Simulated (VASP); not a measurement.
```
CELL_PARAMETERS angstrom
      3.98015     0.00000     0.00000
      0.00000     3.98015     0.00000
      0.00000     0.00000     3.98015
ATOMIC_POSITIONS crystal
  Al 0.00000 0.50000 0.50000
  Al 0.50000 0.00000 0.50000
  Al 0.50000 0.50000 0.00000
  Zn 0.00000 0.00000 0.00000
```

The numbers are results of PBEsol GGA, VASP's PBE PAW potentials (set 64) (plane waves; VASP), not measurements. Numerical set-up: 400 eV cut-off, Gaussian smearing of 0.050 eV, potentials Al Zn.

Q: What does the run give for the band gap (along the path) with the smallest direct gap where there is one?

A: 
The band gap (along the path) is none (metal, semimetal or under 0.01 eV).

The absolute energy has meaning only against runs of the same code, potentials and settings.

The structure comes from a computed database's Al3Zn entry (Pm-3m); how it stands against other phases isn't given here. It was relaxed first. The electron count is odd and the run is not spin-polarised, which forces a metal.
